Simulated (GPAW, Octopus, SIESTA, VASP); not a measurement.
## Zr3S2: 4 runs at one level of theory

```
Zr S
1.0
     2.90254    1.67578    3.48777
    -2.90254    1.67578    3.48777
     0.00000   -3.35156    3.48777
Zr S
3 2
Direct
  0.83873 0.50000 0.16127
  0.50000 0.16127 0.83873
  0.16127 0.83873 0.50000
  0.66502 0.66502 0.66502
  0.33498 0.33498 0.33498
```

The cell comes from a database or a generator and needn't be the stable form of this composition.

Alike in all runs: task single point; functional PBEsol; k mesh 6 × 6 × 6; occupations fermi-dirac, width 0.05 eV; no spin polarisation; no spin-orbit coupling. A missing gap at this level doesn't show that the real crystal is a metal. Pressure is positive in compression and, in plane waves, holds the error of the finite cutoff.

```csv
program and potentials,plane-wave cutoff (eV),notes,band gap (eV),pressure (GPa),largest force (eV/Å)
"GPAW, PAW data sets generated for this functional",600,-,no gap,-5.53,0.145
"VASP, PBE PAW files S, Zr_sv, 520 eV",520,potentials made for PBE,no gap,-4.96,0.126
"Octopus, pseudodojo_pbesol (PseudoDojo 0.4, PBEsol)",-,-,?,-,?
"SIESTA, files PseudoDojo sr-pbesol-0.4.1-standard, DZP (energy shift 0.003 Ry; two zetas on semicore shells)",-,atomic basis,no gap,-3.56,0.008
```

Estimate from the other rows what the run with Octopus, pseudodojo_pbesol (PseudoDojo 0.4, PBEsol) gave.

No band gap; largest force 0.129 eV/Å. The other rows, which needn't bracket it: pressure -5.53 to -3.56; largest force 0.008 to 0.145.
